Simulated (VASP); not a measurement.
Data:

```xyz
4
Lattice="2.7247 0.0000 0.0000 -1.3623 2.3596 0.0000 0.0000 0.0000 4.5490" Properties=species:S:1:pos:R:3 pbc="T T T"
Si     0.0000     0.0000     0.0000
Si     0.0000     0.0000     2.2745
C      0.0000     1.5731     1.1372
C      1.3623     0.7865     3.4117
```

These are PBEsol GGA, VASP's PBE PAW potentials (set 64) (plane waves; VASP) values and carry that method's errors. Settings: 620 eV cut-off, 13×13×7 Γ-centred mesh, first-order Methfessel-Paxton smearing of 0.10 eV, potentials Si C.

Q: Predict the energy per atom (σ→0), pressure, band gap (on the k-mesh) with the smallest direct gap where there is one.

A: 
The band gap (on the k-mesh) is none (metal, semimetal or under 0.01 eV). The energy per atom (σ→0) is -7.118 eV/atom and the pressure is 449.7 kbar.

The structure was generated: SiC was put into the NiAs type type (P6_3/mmc), which need not be its known phase. It was relaxed first under an external pressure of 45 GPa.
